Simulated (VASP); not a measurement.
Energy against volume of Pd (fcc). All values below come from rev-vdW-DF2, VASP's PBE PAW potentials (set 64) (plane waves; VASP).

```csv
V (Å³/atom),E (eV/atom)
14.039,-2.66511
14.487,-2.69218
14.935,-2.70028
15.383,-2.69274
15.831,-2.67237
```

### Question
Fit a third-order Birch-Murnaghan equation of state.

### Answer

| Property | Value |
|---|---|
| volume per atom | 14.93 Å³/atom |
| bulk modulus | 186 GPa |
| pressure derivative of the bulk modulus | 5.50 |
| lattice constant a | 3.909 Å |

Measured: bulk modulus 195 GPa at 0 K (computed value off by -4.8 %), as given by Vázquez-Parga, Fernández-Martínez, Viñes, J. Chem. Theory Comput. (2023), doi:10.1021/acs.jctc.3c00612, Supporting … [zero-point energy and finite temperature contributions removed]; a 3.876 Å at 0 K (computed value off by +0.9 %), as given by Daniel Mejia-Rodriguez et al., Physical Review B (2018), arXiv:1807.09216 [static lattice: zero-point anharmonic expansion removed].

The compound is Pd in the fcc structure. It was relaxed first.
